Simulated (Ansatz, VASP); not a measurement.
# Cross-check of Al36Mo7S14 (MoS2 on Al(111)) between VASP and Ansatz, part 3 of 3

Wanted: the spread between two codes on one cell, functional and k mesh. The cell is taken from a series of runs on this material, whose earlier steps may have relaxed, scaled, displaced or heated it; both programs get it as it stands.

VASP 6.6.1 and Ansatz 0.2.0.

So far. Step 7 (Side by side): The forces differ by 3.6 meV/Å r.m.s., which is 3.4 % of the r.m.s. force of 0.108 eV/Å (both taken over all components). With vacuum in the cell, a pressure given here is an average over mostly empty space and none of the material.

## (9) VASP: single point, PBE with D3(BJ), pair 3

Level of this step: PBE with D3(BJ), no spin polarisation; plane waves and PAW (Al, Mo_sv, S) (VASP).

The same cell, functional, mesh and smearing now go to VASP, with its own data sets.

The input, INCAR:

```
SYSTEM = Al36Mo7S14
PREC = Accurate
ENCUT = 400
EDIFF = 1E-06
NELM = 120
ISMEAR = -1
SIGMA = 0.1
LREAL = Auto
ALGO = Normal
GGA = PE
IVDW = 12
NBANDS = 184
LASPH = .TRUE.
LORBIT = 11
LWAVE = .FALSE.
LCHARG = .FALSE.
ISIF = 2
GGA_COMPAT = .FALSE.
KPAR = 4
```

The input, POSCAR:

```
Al36Mo7S14
1.0
    8.4134900000      0.0000000000      0.0000000000
   -4.2067400000      7.2863000000      0.0000000000
    0.0000000000      0.0000000000     28.0774900000
Al Mo S
36 7 14
Direct
    0.1126200000      0.2213800000      0.2669300000
    0.9993200000      0.0011900000      0.3493700000
    0.2214400000      0.1116000000      0.4309500000
    0.1118300000      0.2215400000      0.5132600000
    0.1104600000      0.5550300000      0.2675200000
    0.9985700000      0.3331000000      0.3498800000
    0.2216500000      0.4451800000      0.4310600000
    0.1097700000      0.5516500000      0.5154400000
    0.1117100000      0.8879500000      0.2670700000
    0.9987000000      0.6663000000      0.3503800000
    0.2224800000      0.7775000000      0.4312300000
    0.1084300000      0.8872700000      0.5136700000
    0.4432800000      0.2225400000      0.2677100000
    0.3340800000      0.9997400000      0.3498800000
    0.5535200000      0.1098800000      0.4305500000
    0.4441100000      0.2234800000      0.5114800000
    0.4450100000      0.5564000000      0.2672200000
    0.3321300000      0.3317700000      0.3500700000
    0.5547500000      0.4452000000      0.4304700000
    0.4473800000      0.5580700000      0.5155000000
    0.4444100000      0.8906100000      0.2673000000
    0.3333100000      0.6673400000      0.3501600000
    0.5539000000      0.7766000000      0.4314000000
    0.4407800000      0.8893500000      0.5155500000
    0.7785700000      0.2234200000      0.2672300000
    0.6640500000      0.9995800000      0.3504900000
    0.8870300000      0.1097100000      0.4310200000
    0.7752900000      0.2209200000      0.5114100000
    0.7781000000      0.5557200000      0.2668800000
    0.6672000000      0.3335000000      0.3505900000
    0.8896600000      0.4442400000      0.4304900000
    0.7780900000      0.5547200000      0.5113500000
    0.7774000000      0.8889500000      0.2669000000
    0.6671900000      0.6660500000      0.3506300000
    0.8898800000      0.7782600000      0.4311600000
    0.7777200000      0.8908800000      0.5137000000
    0.0005300000      0.9989000000      0.6830200000
    0.4295500000      0.1427300000      0.6825800000
    0.2845600000      0.4265100000      0.6827400000
    0.1440200000      0.7148400000      0.6827300000
    0.8568100000      0.2841400000      0.6825700000
    0.7153300000      0.5699100000      0.6825400000
    0.5729700000      0.8553600000      0.6827500000
    0.2392400000      0.1896600000      0.7383400000
    0.2355000000      0.1889300000      0.6260800000
    0.6672400000      0.3322900000      0.7380200000
    0.6671500000      0.3319500000      0.6259800000
    0.5241600000      0.6165100000      0.7380100000
    0.5218300000      0.6149500000      0.6264600000
    0.3829900000      0.9049800000      0.7380300000
    0.3845800000      0.9044600000      0.6264900000
    0.0944500000      0.4752100000      0.7380400000
    0.0949200000      0.4771500000      0.6264500000
    0.9524800000      0.7602800000      0.7383300000
    0.9557800000      0.7641500000      0.6260500000
    0.8099100000      0.0469600000      0.7383600000
    0.8104400000      0.0435000000      0.6260600000
```

The input, KPOINTS:

```
Automatic mesh
0
Gamma
3 3 1
0 0 0
```

Potentials, in the order of the species: Al, Mo_sv and S (PBE family, release 64).

Run with:

```sh
> mpirun -np 8 vasp_std
```

Numbers of over 12 decimals in the logs are rounded to 6 here.

Log:

```text
[... set-up lines as in an earlier step ...]
 entering main loop
       N       E                     dE             d eps       ncg     rms          rms(c)
DAV:   1     0.164306926411E+04    0.16431E+04   -0.11357E+05  2048   0.105E+03
DAV:   2    -0.130316728929E+03   -0.17734E+04   -0.17049E+04  2240   0.254E+02
DAV:   3    -0.292274722543E+03   -0.16196E+03   -0.15376E+03  2424   0.684E+01
DAV:   4    -0.299774604924E+03   -0.74999E+01   -0.74251E+01  2448   0.145E+01
[...]
DAV:  32    -0.281164648732E+03   -0.47801E-05   -0.15573E-07  1200   0.672E-04    0.836E-04
DAV:  33    -0.281164652456E+03   -0.37239E-05   -0.24086E-07  1288   0.783E-04    0.546E-04
DAV:  34    -0.281164653052E+03   -0.59598E-06   -0.61358E-08  1040   0.486E-04
   1 F= -.29939248E+03 E0= -.29899914E+03  d E =-.786671E+00
```

From OUTCAR (step 9):

```text
 Edisp (eV)  -18.22782

  Total     -11.95737   -12.01717    -8.12215     0.03308    -0.04755     0.08286
  in kB     -11.13024   -11.18591    -7.56031     0.03079    -0.04426     0.07713
  external pressure =       -9.96 kB  Pullay stress =        0.00 kB

 POSITION                                       TOTAL-FORCE (eV/Angst)
 -----------------------------------------------------------------------------------
      0.01624      1.61304      7.49472        -0.084209      0.025498     -0.022440
      8.40276      0.00867      9.80943         0.016480     -0.064703      0.050103
      1.39361      0.81315     12.09999        -0.012739     -0.036368     -0.052591
      0.00892      1.61421     14.41105        -0.018123      0.037571      0.175781
     -1.40551      4.04412      7.51129         0.049664      0.003944     -0.036565
      7.00019      2.42707      9.82375         0.072304      0.005870      0.004998
     -0.00791      3.24372     12.10308         0.015399     -0.007972      0.038383
     -1.39710      4.01949     14.47226         0.002366      0.055754      0.152655
     -2.79550      6.46987      7.49866        -0.049501     -0.004028     -0.007856
      5.59960      4.85486      9.83779         0.046941      0.066378     -0.056307
     -1.39891      5.66510     12.10786        -0.015612     -0.004571      0.041080
     -2.82024      6.46492     14.42256         0.043588     -0.003935      0.168592
      2.79336      1.62149      7.51662         0.068798      0.022553     -0.052441
     -1.39487      7.28441      9.82375        -0.101093     -0.027848      0.036775
[...]
-----------------------------------------------------------------------------------
    total drift:                               -0.000169      0.001536     -0.001626

  FREE ENERGIE OF THE ION-ELECTRON SYSTEM (eV)
  ---------------------------------------------------
  free  energy   TOTEN  =      -299.3924776178 eV

  energy  without entropy=     -298.6058061354  energy(sigma->0) =     -298.99914188

[... 1 part as in an earlier step ...]
```

## (10) Differences

Forces on 10 of the 57 atoms, those with the largest forces and the largest differences (eV/Å; atoms numbered as in POSCAR):

```
atom          Ansatz x, y, z            VASP x, y, z
Mo37    0.004, 0.003, -0.340    0.005, 0.003, -0.338
Mo38  -0.041, -0.034, -0.378  -0.040, -0.034, -0.374
Mo39    0.002, 0.040, -0.315    0.002, 0.040, -0.311
Mo40   0.042, -0.033, -0.313   0.042, -0.034, -0.310
Mo41   0.045, -0.045, -0.378   0.044, -0.044, -0.374
Mo42   -0.007, 0.053, -0.381   -0.008, 0.053, -0.376
Mo43  -0.044, -0.013, -0.316  -0.044, -0.012, -0.312
 S49     0.057, 0.082, 0.083     0.057, 0.083, 0.093
 S51   -0.098, -0.012, 0.080   -0.098, -0.012, 0.090
 S53    0.051, -0.059, 0.088    0.051, -0.059, 0.098
```

The forces differ by 3.0 meV/Å r.m.s., which is 3.0 % of the r.m.s. force of 0.100 eV/Å (both taken over all components). With vacuum in the cell, a pressure given here is an average over mostly empty space and none of the material.

## (11) Results

```
r.m.s. force difference (single point, PBE with D3(BJ), pair 1) : 3.3 meV/Å
r.m.s. force difference (single point, PBE with D3(BJ), pair 2) : 3.6 meV/Å
r.m.s. force difference (single point, PBE with D3(BJ), pair 3) : 3.0 meV/Å
```

**Reading.** The r.m.s. force difference is 3.6 meV/Å (single point, PBE with D3(BJ), pair 2), within the 12 meV/Å picked in this series as the mark of a large difference. Such differences can come from data sets, numerical settings and the points named under the comparisons, not from the functional's error against experiment.

[Lines on the potential files, build, host, timing and source positions are cut from VASP's logs without a mark.]

[Logs are printed without paths, hosts, clocks, repeated set-up lines and the standing remarks that a program may print on its own settings, such as how far it seeks lower states.]

[Hosts, paths, dates, database ids (printed as entryN), source tags and the programs' standing remarks are cut or masked in the printed files.]
